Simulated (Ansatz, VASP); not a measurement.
# Zn (Zinc): VASP beside Ansatz

One calculation is typed for both programs; each brings its own data sets. How far apart do they land? The cell is taken from a series of runs on this material, whose earlier steps may have relaxed, scaled, displaced or heated it; both programs get it as it stands.

Main program and level: Ansatz 0.2.0; plane waves, with VASP 6.6.1 beside it; zone-centre phonons at PBEsol.

## (1) Set-up

Symmetry: P6_3/mmc, No. 194, hexagonal system. Conventional cell: a = 2.613 Å, b = 2.613 Å, c = 4.759 Å, α = 90.00°, β = 90.00°, γ = 120.00°. Nearest to Zn lie 12 Zn at 2.61 to 2.82 Å.

Structure file:

```cif
data_structure
_symmetry_space_group_name_H-M 'P6_3/mmc'
_symmetry_Int_Tables_number 194
_cell_length_a 2.6126
_cell_length_b 2.6126
_cell_length_c 4.7587
_cell_angle_alpha 90.000
_cell_angle_beta 90.000
_cell_angle_gamma 120.000
_cell_volume 28.13
loop_
_atom_site_label
_atom_site_type_symbol
_atom_site_symmetry_multiplicity
_atom_site_Wyckoff_symbol
_atom_site_fract_x
_atom_site_fract_y
_atom_site_fract_z
_atom_site_occupancy
Zn1 Zn 2 c 0.33333 0.66667 0.25000 1
```

## (2) VASP: zone-centre phonons, PBEsol

Second derivatives magnify differences that forces hide, and they need a tight electronic threshold.

Lines of VASP's logs that name or quote its potential files are left out, and so is its time.

Contents of INCAR:

```
SYSTEM = Zn
PREC = Accurate
ENCUT = 500
EDIFF = 1E-08
NELM = 120
ISMEAR = 1
SIGMA = 0.2
LREAL = .FALSE.
ALGO = Normal
GGA = PS
NBANDS = 18
LORBIT = 11
LWAVE = .FALSE.
LCHARG = .FALSE.
ISIF = 2
IBRION = 8
LASPH = .TRUE.
GGA_COMPAT = .FALSE.
KPAR = 2
```

Contents of POSCAR:

```
Zn
1.0
    2.6125844999      0.0000000000      0.0000000000
   -1.3062922499      2.2625645464      0.0000000000
    0.0000000000      0.0000000000      4.7586562427
Zn
2
Direct
    0.3333333320      0.6666666680      0.2500000000
    0.6666666680      0.3333333320      0.7500000000
```

Contents of KPOINTS:

```
Automatic mesh
0
Gamma
18 18 8
0 0 0
```

Potentials, in the order of the species: Zn (PBE family, release 64).

The run is started by

```
> mpirun -np 2 vasp_std
```

Numbers of over 12 decimals in the logs are rounded to 6 here.

The program printed:

```text
[banner, memory and clock lines left out]
running    2 mpi-ranks, on    1 nodes
 distrk:  each k-point on    1 cores,    2 groups
 distr:  one band on    1 cores,    1 groups

 POSCAR found type information on POSCAR Zn
 POSCAR found :  1 types and       2 ions
|                                                                             |
|               ----> ADVICE to this user running VASP <----                  |
|                                                                             |
|     You enforced a specific xc type in the INCAR file but a different       |
|     [... a line on the potential file left out ...]
|     I HOPE YOU KNOW WHAT YOU ARE DOING!                                     |
|                                                                             |

 LDA part: xc-table for (Slater+PW92), standard interpolation
 POSCAR, INCAR and KPOINTS ok, starting setup
 FFT: planning ... GRIDC
 FFT: planning ... GRID_SOFT
 FFT: planning ... GRID
 WAVECAR not read
 entering main loop
       N       E                     dE             d eps       ncg     rms          rms(c)
DAV:   1     0.105303178622E+03    0.10530E+03   -0.12293E+04  6836   0.210E+03
DAV:   2     0.578234720668E+00   -0.10472E+03   -0.10163E+03  6700   0.295E+02
DAV:   3    -0.348742007815E+01   -0.40657E+01   -0.40512E+01  7488   0.669E+01
DAV:   4    -0.350774092771E+01   -0.20321E-01   -0.20316E-01  7478   0.475E+00
DAV:   5    -0.350776529024E+01   -0.24363E-04   -0.24363E-04  7200   0.146E-01    0.489E+00
DAV:   6    -0.319232402332E+01    0.31544E+00   -0.13270E+00  7162   0.254E+01    0.345E+00
DAV:   7    -0.317652453618E+01    0.15799E-01   -0.47459E-02  8520   0.390E+00    0.179E+00
DAV:   8    -0.316881825979E+01    0.77063E-02   -0.20752E-03  9002   0.697E-01    0.563E-02
DAV:   9    -0.316877299651E+01    0.45263E-04   -0.23633E-04  9172   0.219E-01    0.319E-02
DAV:  10    -0.316877746002E+01   -0.44635E-05   -0.21453E-05  6922   0.419E-02    0.291E-03
DAV:  11    -0.316877731513E+01    0.14489E-06   -0.51708E-07  7470   0.114E-02    0.213E-03
DAV:  12    -0.316877702836E+01    0.28677E-06   -0.16535E-08  5186   0.274E-03    0.496E-04
DAV:  13    -0.316877704661E+01   -0.18249E-07   -0.67593E-09  3644   0.120E-03    0.484E-05
DAV:  14    -0.316877704666E+01   -0.51386E-10   -0.13793E-09  3578   0.387E-04
   1 F= -.31687770E+01 E0= -.31689183E+01  d E =0.423703E-03
 Linear response reoptimize wavefunctions to high precision
DAV:   1    -0.316877704949E+01   -0.28367E-08   -0.11689E-10  3610   0.194E-04
DAV:   2    -0.316877704952E+01   -0.21828E-10   -0.19215E-11  3512   0.390E-05
 Linear response DOF=           2
 Linear response progress:
  Degree of freedom:   1/  2
       N       E                     dE             d eps       ncg     rms          rms(c)
RMM:   1    -0.200559829782E+00   -0.20056E+00   -0.48854E-03 40439   0.178E+00
RMM:   2    -0.200195824093E+00    0.36401E-03   -0.64764E-04 42623   0.293E-01    0.500E-02
RMM:   3    -0.199769232234E+00    0.42659E-03   -0.42096E-05 52519   0.531E-02    0.284E-02
RMM:   4    -0.199317456464E+00    0.45178E-03   -0.39404E-05 51261   0.493E-02    0.254E-03
RMM:   5    -0.199328073845E+00   -0.10617E-04   -0.47984E-07 54369   0.455E-03    0.135E-03
RMM:   6    -0.199323435787E+00    0.46381E-05   -0.37019E-08 54031   0.138E-03    0.168E-04
RMM:   7    -0.199324364798E+00   -0.92901E-06   -0.44877E-10 54191   0.342E-04    0.439E-05
RMM:   8    -0.199323790955E+00    0.57384E-06   -0.74442E-10 54665   0.936E-05    0.662E-06
RMM:   9    -0.199323658145E+00    0.13281E-06    0.50601E-09 54309   0.386E-05    0.164E-06
RMM:  10    -0.199323679350E+00   -0.21206E-07    0.38774E-09 44796   0.224E-05    0.376E-07
RMM:  11    -0.199323685116E+00   -0.57653E-08   -0.64869E-10 35490   0.189E-05    0.154E-07
 first order change of Fermi-energy  -0.13691E-04
 force on displaced ion       1 direction 1 :  -0.786   0.000   0.000
 Linear response progress:
  Degree of freedom:   2/  2
       N       E                     dE             d eps       ncg     rms          rms(c)
RMM:   1    -0.224566106805E+00   -0.22457E+00   -0.76018E-03 13436   0.203E+00
RMM:   2    -0.221398125073E+00    0.31680E-02   -0.16807E-03 13417   0.541E-01    0.516E-02
RMM:   3    -0.221333917951E+00    0.64207E-04   -0.16066E-04 16967   0.769E-02    0.296E-02
RMM:   4    -0.221232237647E+00    0.10168E-03   -0.11827E-04 16962   0.338E-02    0.448E-03
RMM:   5    -0.221214380362E+00    0.17857E-04   -0.35529E-05 17428   0.605E-03    0.139E-03
RMM:   6    -0.221211416234E+00    0.29641E-05   -0.91897E-06 17470   0.163E-03    0.296E-04
RMM:   7    -0.221211216940E+00    0.19929E-06   -0.17067E-06 16650   0.533E-04    0.682E-05
RMM:   8    -0.221210790063E+00    0.42688E-06   -0.63216E-07 15774   0.156E-04    0.379E-05
RMM:   9    -0.221210048857E+00    0.74121E-06   -0.16590E-07 17518   0.732E-05    0.455E-06
RMM:  10    -0.221210083544E+00   -0.34687E-07   -0.96237E-08 17266   0.313E-05    0.110E-06
RMM:  11    -0.221210077126E+00    0.64175E-08   -0.35387E-08 13471   0.219E-05    0.435E-07
 first order change of Fermi-energy  -0.28736E-05
 force on displaced ion       1 direction 3 :   0.000  -0.000  -3.215
 Linear response finished
```

From OUTCAR (step 2):

```text
ion  position               nearest neighbor table
   1  0.333  0.667  0.250-   2 2.82   2 2.82   2 2.82   2 2.82   2 2.82   2 2.82
   2  0.667  0.333  0.750-   1 2.82   1 2.82   1 2.82   1 2.82   1 2.82   1 2.82

  LATTYP: Found a hexagonal cell.
 ALAT       =     2.6125844999
 C/A-ratio  =     1.8214362991

 Subroutine GETGRP returns: Found 24 space group operations
 (whereof 12 operations were pure point group operations)

The static configuration has the point symmetry D_3d.
 The point group associated with its full space group is D_6h.

 Found    185 irreducible k-points:

   k-points           NKPTS =    185   k-points in BZ     NKDIM =    185   number of bands    NBANDS=     18

   dimension x,y,z NGX =    20 NGY =   20 NGZ =   36
   dimension x,y,z NGXF=    40 NGYF=   40 NGZF=   72

   ENCUT  =  500.0 eV  36.75 Ry    6.06 a.u.   4.76  4.76  8.68*2*pi/ulx,y,z

   NELECT =      24.0000    total number of electrons

 k-points in reciprocal lattice and weights: Automatic mesh
   0.00000000  0.00000000  0.00000000       0.000
   0.05555556  0.00000000  0.00000000       0.002
   0.11111111  0.00000000  0.00000000       0.002
   0.16666667  0.00000000  0.00000000       0.002
   0.22222222  0.00000000  0.00000000       0.002
   0.27777778  0.00000000  0.00000000       0.002
   0.33333333  0.00000000  0.00000000       0.002
   0.38888889  0.00000000  0.00000000       0.002
   0.44444444  0.00000000  0.00000000       0.002
[...]
0.33333333  0.27777778  0.50000000       0.005
   0.33333333  0.33333333  0.50000000       0.001

 average (electrostatic) potential at core
       1 -36.3399       2 -36.3399

  Total        0.0989942      0.0989942      0.2556879      0.0000000      0.0000000      0.0000000
  in kB        5.6385129      5.6385129     14.5634756      0.0000000      0.0000000      0.0000000
  external PRESSURE =       8.6135004 kB  Pullay stress =       0.0000000 kB

  energy-cutoff  :      500.00
  volume of cell :       28.13
      direct lattice vectors                 reciprocal lattice vectors
     2.612584500  0.000000000  0.000000000     0.382762739  0.220988171  0.000000000
    -1.306292250  2.262564546  0.000000000     0.000000000  0.441976341  0.000000000
     0.000000000  0.000000000  4.758656243     0.000000000  0.000000000  0.210143357

 POSITION                                       TOTAL-FORCE (eV/Angst)
 -----------------------------------------------------------------------------------
     -0.00000      1.50838      1.18966        -0.000000     -0.000000      0.000000
      1.30629      0.75419      3.56899         0.000000      0.000000      0.000000
 -----------------------------------------------------------------------------------
    total drift:                               -0.000000      0.000000      0.000000

 Eigenvectors and eigenvalues of the dynamical matrix
 ----------------------------------------------------

   1 f  =    4.902493 THz    30.803272 2PiTHz  163.529562 cm-1    20.275073 meV
             X         Y         Z           dx          dy          dz
     -0.000000  1.508376  1.189664    -0.000000    0.000000    0.707107
      1.306292  0.754188  3.568992     0.000000   -0.000000   -0.707107

   2 f  =    2.423568 THz    15.227726 2PiTHz   80.841523 cm-1    10.023067 meV
             X         Y         Z           dx          dy          dz
     -0.000000  1.508376  1.189664    -0.648816   -0.281137   -0.000000
      1.306292  0.754188  3.568992     0.648816    0.281137   -0.000000

   3 f  =    2.423568 THz    15.227726 2PiTHz   80.841523 cm-1    10.023067 meV
             X         Y         Z           dx          dy          dz
     -0.000000  1.508376  1.189664    -0.281137    0.648816    0.000000
      1.306292  0.754188  3.568992     0.281137   -0.648816    0.000000

   4 f  =    0.000000 THz     0.000000 2PiTHz    0.000002 cm-1     0.000000 meV
             X         Y         Z           dx          dy          dz
     -0.000000  1.508376  1.189664     0.048622   -0.626745    0.323769
      1.306292  0.754188  3.568992     0.048622   -0.626745    0.323769

   5 f  =    0.000000 THz     0.000000 2PiTHz    0.000001 cm-1     0.000000 meV
             X         Y         Z           dx          dy          dz
     -0.000000  1.508376  1.189664     0.705088    0.033031   -0.041945
      1.306292  0.754188  3.568992     0.705088    0.033031   -0.041945

   6 f/i=    0.000000 THz     0.000000 2PiTHz    0.000001 cm-1     0.000000 meV
             X         Y         Z           dx          dy          dz
     -0.000000  1.508376  1.189664    -0.022054   -0.325729   -0.627228
      1.306292  0.754188  3.568992    -0.022054   -0.325729   -0.627228

 ELASTIC MODULI CONTR FROM IONIC RELAXATION (kBar)
 Direction    XX          YY          ZZ          XY          YZ          ZX
 --------------------------------------------------------------------------------
 XX          -0.2866      0.2866      0.0000     -0.0000      0.0000      0.0000
 YY           0.2866     -0.2866      0.0000     -0.0000      0.0000      0.0000
 ZZ           0.0000      0.0000     -0.0000     -0.0000     -0.0000     -0.0000
 XY          -0.0000     -0.0000     -0.0000     -0.2866     -0.0000     -0.0000
 YZ           0.0000      0.0000     -0.0000     -0.0000     -0.0000     -0.0000
 ZX           0.0000      0.0000     -0.0000     -0.0000     -0.0000     -0.0000
 --------------------------------------------------------------------------------
```

Energies printed during the response cycles are not total energies of the cell.

## (3) Ansatz: zone-centre phonons, PBEsol

Ansatz runs on its PAW soft_1 files.

The same cell, functional, mesh and smearing now go to Ansatz, which takes its cutoff from its data sets.

Contents of input.yaml:

```yaml
crystal:
  lattice:
    - [2.6125844999, 0.0, 0.0]
    - [-1.3062922499, 2.2625645464, 0.0]
    - [0.0, 0.0, 4.7586562427]
  atoms:
    - { symbol: Zn, position: [0.333333332, 0.666666668, 0.25] }
    - { symbol: Zn, position: [0.666666668, 0.333333332, 0.75] }
kpoints:
  mp_grid: { grid: [18, 18, 8] }
hamiltonian:
  xc: pbesol
  pseudopotentials: { kind: paw, azcp: { folder: soft_1 }, xc_functional: pbe }
scf:
  occupations: { method: methfessel_paxton, width: 0.2 }
output:
  eigenvalues: true
phonons:
  method: dfpt
```

The run is started by

```
> ansatz run input.yaml --threads 4 --pin off --max-ram 10240MiB --backend cpu --events-out ev --progress --plain --runs-dir out
```

The program printed:

```text
zone centre: on kpoints.mp_grid the ground state, and the responses unless they are solved on pairs of k-points, stand on 455 of the mesh's 2592 k-points, reduced under 4 symmetry operations, with k and −k counted as one. Each operation leaves every solved displacement unchanged or reverses it
Engine: ansatz 0.2.0, aarch64-unknown-linux-gnu
Pseudopotentials: kind: paw
Pseudopotential: Zn, paw, valence charge 12, recommended cutoff 420 eV (normal), soft_1/Zn.paw.azcp
Functional definition: PBEsol
  exchange = pbesol_x
  correlation = pbesol_c
Crystal: 2 atoms, lattice volume = 28.129 Å³
Basis set: ecut = 420 eV, 561 PW (Γ), exchange–correlation on 36×36×64 points (8 copies of the dense FFT grid, shifted against one another)
Bands: 16, of which v1, the nominal top of the filled ones, is band 12 counted from 1 (11 counted from 0)
Symmetry: 24 space group operations
k-points: 455 of 2592 (irreducible under 4 space group operations, time reversal used)
Non-local potential: Zn, projectors of the file, l = 0: 2, l = 1: 2, l = 2: 3, l = 3: 1
PAW form: soft (Blöchl's): semilocal exchange-correlation on the pseudo side does not see the compensation charge
PAW frozen core: Zn, regenerated for the run's functional, and the local potential with it (the file was generated under x = pbe(κ = 0.804, μ = 0.219515), c = pbe(β = 0.066725))
PAW one-centre angular grid: Zn, 590 points (default); XC on 64 Gauss nodes
Initial density: superposition of atomic densities (chi_scale 0.1, normalization cell)
Initial wavefunctions: pseudopotential atomic-orbital guess
Functional: x = pbesol(κ = 0.804, μ = 0.123457), c = pbesol(β = 0.046)
SCF iter   1: F=—  HF=-6562.125347 eV  |F-HF|=—  |Δ(HF+E_count)|=         —  Δρ=7.00e-2  dr2=1.03e0  ethr=3.10e-3  ⟨swp⟩=5.7  Hψ=43018  notcnv=0
preconditioner: auto → none  [metal: Δε(μ)=0.058 eV  Ē_g=12.802 eV  σ=0.200 eV  W_gap=0.24  n_scr=4 (ndim 8)  ℏωp=34.3 eV  f_vac=0.000  D(μ)=0.40/eV (n_scr^D=2)  sad-step TF]
SCF iter   2: F=—  HF=-6561.868303 eV  |F-HF|=—  |Δ(HF+E_count)|=   2.57e-1  S|Δr|=    0.00e0  Δρ=2.49e-2  dr2=8.27e-2  ethr=3.10e-3  ⟨swp⟩=2.0  Hψ=17985  notcnv=0  defer=7
SCF iter   3: F=—  HF=-6561.814581 eV  |F-HF|=—  |Δ(HF+E_count)|=   5.37e-2  S|Δr|=    0.00e0  Δρ=1.11e-2  dr2=2.44e-2  ethr=3.44e-4  ⟨swp⟩=2.0  Hψ=16806  notcnv=0  defer=7
SCF iter   4: F=—  HF=-6561.812291 eV  |F-HF|=—  |Δ(HF+E_count)|=   2.29e-3  S|Δr|=    0.00e0  Δρ=5.33e-3  dr2=2.37e-3  ethr=1.02e-4  ⟨swp⟩=2.1  Hψ=11777  notcnv=0  defer=7
SCF iter   5: F=—  HF=-6561.813285 eV  |F-HF|=—  |Δ(HF+E_count)|=   9.94e-4  S|Δr|=    0.00e0  Δρ=6.19e-4  dr2=3.19e-5  ethr=9.86e-6  ⟨swp⟩=2.0  Hψ=12734  notcnv=0  defer=7
SCF iter   6: F=—  HF=-6561.813294 eV  |F-HF|=—  |Δ(HF+E_count)|=   9.26e-6  S|Δr|=    0.00e0  Δρ=5.68e-5  dr2=3.15e-7  ethr=1.33e-7  ⟨swp⟩=2.0  Hψ=12714  notcnv=0  defer=7
SCF iter   7: F=—  HF=-6561.813294 eV  |F-HF|=—  |Δ(HF+E_count)|=   2.61e-7  S|Δr|=    0.00e0  Δρ=2.52e-6  dr2=8.33e-10  ethr=1.31e-9  ⟨swp⟩=2.0  Hψ=12490  notcnv=0  defer=7
SCF iter   8: F=-6561.813294 eV  HF=-6561.813294 eV  |F-HF|=3.64e-12  |Δ(HF+E_count)|=  9.82e-11  S|Δr|=    0.00e0  Δρ=1.11e-7  dr2=1.70e-12  ethr=1.00e-12  ⟨swp⟩=5.4  Hψ=43618  notcnv=0
SCF 1 converged in 8 iterations: F = -6561.813294 eV  dr2 = 1.70e-12
  greatest PAW one-centre occupation: 0.980 electrons in one spin orbital (limit 2), on the Zn atom at site 1 (counted from 0), in its partial waves of l = 2
DFPT response loops at Γ: preconditioner auto → Kerker (q_TF=auto, 2.657 Å⁻¹) (partly filled bands, converged f_vac=0.000); β = 1.00, the filter's whole step (`scf.mixing.beta` (0.50) is not read by the response loops under this deck's `scf.mixing.preconditioner`; to damp them name `kerker` or `kerker_dos`, under which they read `scf.mixing.beta`, and type it under 1.00, their step now; both keys bind the ground state too); Broyden in place of MSR1
SCF converged after 8 iterations
Stability not checked: this state was not tested for a lower state beside it, because cold or Methfessel-Paxton smearing, or corrected tetrahedra, fill the levels in a way that the test cannot read (fill_not_monotonic; see scf.lower_state_search)
Free energy (F): -6561.813294 eV
Harris-Foulkes:  -6561.813294 eV  (|F-HF|=3.64e-12)
Internal energy: -6561.813739 eV  (E = F + TS)
E sigma→0 (E₀):  -6561.813405 eV
Entropy (-TS):   0.000445 eV (0.223 meV/atom)
Fermi energy:    12.158348 eV
--- Per-component energies (eV) ---
  E_band       = 116.670877
  E_kinetic    = 297.044294
  E_local      = -3414.300354  (includes V_loc(G=0)·N_el)
  E_nonlocal   = 1635.023123
  E_hartree    = 1267.925371
  E_xc         = -157.146796
  E_vxc        = -104.861205  (∫ρ·V_xc dr)
  E_paw        = -3715.526620  (= ΣΔE_a)
  E_vpaw       = -832.085244  (= ΣTr[D̂ρ^β])
  E_aug_tail   = -0.000506  (compensation charges beyond the density's cutoff)
  E_ewald      = -2476.426962
  E_core_change = 1.594712  (= ΣΔE_core)
  E_smearing   = 0.000445  (= −TS)
  E_closure    = 0.000000  (closes the sum)
  Σ components = -6561.813294   (vs F -6561.813294, Δ=0.00e0)
--- Band table (eV; the first three rows and the last of 455) ---
  k-point 0: bands = [... 8 lower, 4.6103, 4.8759, 4.8759, 8.0662, 9.3023, 26.9193, 29.9716, 29.9716]
  k-point 1: bands = [... 8 lower, 4.6252, 4.8694, 4.8694, 6.9640, 10.6294, 25.1748, 30.0766, 30.0766]
  k-point 2: bands = [... 8 lower, 4.6646, 4.8493, 4.8493, 5.6685, 12.6193, 22.4780, 30.3836, 30.3836]
  k-point 454: bands = [... 8 lower, 4.9415, 4.9415, 9.1592, 9.1592, 16.0354, 16.0354, 17.6437, 17.6437]
--- Phonons (Γ-DFPT): 2 representative perturbations + reference, on 455 of 2592 k-points (Σ response iterations 7) ---
  k mesh reduced under 4 symmetry operations, with k and −k counted as one. Each operation leaves every solved displacement unchanged or reverses it
  ASR residual: 5.501e-5 → 0.000e0 eV/Å²; symmetrization residual: 2.617e-10 eV/Å²
  ASR residual per site (eV/Å²): 5.50e-5 5.50e-5
  Γ frequencies (cm⁻¹): 0.00 0.00 0.00 78.76 78.76 161.03
  non-analytic LO–TO correction: not included (Born effective charges unavailable; polar crystals: no LO–TO splitting at Γ)
```

## (4) Side by side

Known differences besides the potentials themselves: the cutoff is 420 eV in Ansatz and 500 eV in VASP; Ansatz makes its cores anew for this functional, VASP keeps those of its PBE data sets. Total energies have different zeros and are not compared.

The two programs side by side:

| quantity | Ansatz | VASP | difference |
| --- | --- | --- | --- |
| optical mode 1 to 2 (cm⁻¹) | 78.8 | 80.8 | -2.57 % |
| optical mode 3 (cm⁻¹) | 161.0 | 163.5 | -1.53 % |

Modes are paired by rising frequency, not by their patterns, so a pair may set unlike modes beside each other; they are those without the splitting of longitudinal modes.

## (5) Outcome

```yaml
r_m_s_difference_of_the_optical_zone_centre_modes_each_program_s_sorted_by_frequency_zone_centre_phonons_pbesol: 2.2 cm⁻¹
difference_in_optical_mode_1_to_2_zone_centre_phonons_pbesol: -2.6 %
```

**Reading.** The r.m.s. difference of the optical zone-centre modes, each program's sorted by frequency is 2.2 cm⁻¹ (zone-centre phonons, PBEsol). Among the rows given in per cent, the largest difference of the zone-centre phonons, PBEsol pair is in optical mode 1 to 2, -2.6 %. How closely two codes agree says nothing of how well the functional describes the real material.

[Lines on the potential files, build, host, timing and source positions are cut from VASP's logs without a mark.]

[Logs are printed without paths, hosts, clocks, repeated set-up lines and the standing remarks that a program may print on its own settings, such as how far it seeks lower states.]

[Hosts, paths, dates, database ids (printed as entryN), source tags and the programs' standing remarks are cut or masked in the printed files.]
